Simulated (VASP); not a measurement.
Relaxed, unreconstructed slabs of HfC (rock salt). Computed with PBEsol GGA, VASP's PBE PAW potentials (set 64) (plane waves; VASP).

Slab and bulk use different k-meshes, so the surface energy is good to a few per cent at best.

Problem. Order the faces (100) [8 atoms], (110) [12 atoms] by surface energy, lowest first.

Solution. (100) [8 atoms] (1.99 J/m²), (110) [12 atoms] (3.91 J/m²)

Problem. And what are their work functions?

Solution. (100) [8 atoms] 4.13 eV, (110) [12 atoms] 3.60 eV.

Runs of the series that failed, ran out of time, didn't relax or are held back are left out, and each face is given by its thickest slab.

The cell is a thin slab with vacuum, built from HfC (rock salt).
